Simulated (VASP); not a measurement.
An input for Ansatz (written as the equivalent of a VASP run, and not itself run):

Ansatz 0.2 input:
```yaml
crystal:
  lattice:
    - [3.8343365, 0.0000000, 0.0000000]
    - [0.0000000, 3.8343365, 0.0000000]
    - [0.0000000, 0.0000000, 3.8343365]
  atoms:
    - { symbol: Tl, position: [0.0000000, 0.0000000, 0.0000000] }
    - { symbol: Br, position: [0.5000000, 0.5000000, 0.5000000] }
kpoints:
  mp_grid: { grid: [7, 7, 7] }
hamiltonian:
  xc: pbe
  pseudopotentials: { kind: paw }
scf:
  occupations: { method: gaussian, width: 0.05 }
  max_iter: 100
relax:
  max_steps: 40
  f_tol: 0.02
  cell: { p_target: 5 }
output: { forces: true, stress: true, eigenvalues: true }
```

Problem. Translate this input to VASP (INCAR, KPOINTS, POSCAR, choice of POTCAR).

Solution. This is not unique; one that fits is 
### POSCAR
```
TlBr
1.0
  3.8343365163   0.0000000000   0.0000000000
  0.0000000000   3.8343365163   0.0000000000
  0.0000000000   0.0000000000   3.8343365163
Tl Br
1 1
Cart
  0.0000000000   0.0000000000   0.0000000000
  1.9171682582   1.9171682582   1.9171682582
```

**KPOINTS**
```
Automatic mesh
0
Gamma
7 7 7
0 0 0
```

**INCAR**
```
ALGO = Normal
EDIFF = 1E-6
EDIFFG = -0.02
ENCUT = 500
GGA = PE
IBRION = 2
ISIF = 3
ISMEAR = 0
LASPH = .True.
LCHARG = .False.
LMAXMIX = 4
LREAL = .False.
LWAVE = .False.
NELM = 100
NSW = 40
PREC = Accurate
PSTRESS = 50
SIGMA = 0.05
SYSTEM = TlBr
```

POTCAR, in this order: Tl_d Br (PBE.64 set). Program: vasp_std.

The two are equivalent in intent, not identical: each code has its own PAW files, so the cut-off isn't converted (ENCUT is set for VASP's; basis.ecutwfc is left out, and Ansatz then takes the one that its files recommend); Ansatz stops its SCF on the density residual and VASP on the energy change (EDIFF).

The compound is TlBr in the CsCl type structure. It was relaxed first under an external pressure of 5 GPa.
